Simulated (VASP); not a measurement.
The system is Ge2Sb2Te5.

```
Te Sb Ge
1.0
     6.83914   -3.06601    0.00000
     6.83914    3.06601    0.00000
    -6.83098    0.00000    6.84761
Te Sb Ge
5 2 2
Direct
  0.59470 0.59470 0.38643
  0.79529 0.79529 0.19611
  0.00832 0.00832 0.00643
  0.20652 0.20652 0.80980
  0.39996 0.39996 0.59712
  0.90171 0.90171 0.58787
  0.11187 0.11187 0.41735
  0.28429 0.28429 0.18783
  0.49734 0.49734 0.01104
```

The cell comes from a database or a generator and needn't be the stable form of this composition.

Base run:

- Program: VASP 6.6.1
- Functional: LDA
- Potentials or basis: VASP PAW LDA potentials, release 64 (Te, Sb, Ge_d)
- Cutoff: 520 eV
- k mesh: 4 × 4 × 3
- Occupations: fermi-dirac, width 0.05 eV
- Spin: no spin polarisation

Its results: band gap on the k mesh 0.07 eV, direct; pressure -3.5 GPa; largest force 0.185 eV/Å.

Q: The run is repeated on the same cell with these changes: functional from LDA to PBE; potentials or basis from VASP PAW LDA potentials, release 64 (Te, Sb, Ge_d) to VASP PAW PBE potentials, release 64 (Te, Sb, Ge_d). What comes out?

A: Band gap on the k mesh 0.06 eV, direct; pressure -0.2 GPa; largest force 0.149 eV/Å.

Caveats: spin-orbit coupling is left out, which moves the levels of the heavy elements.
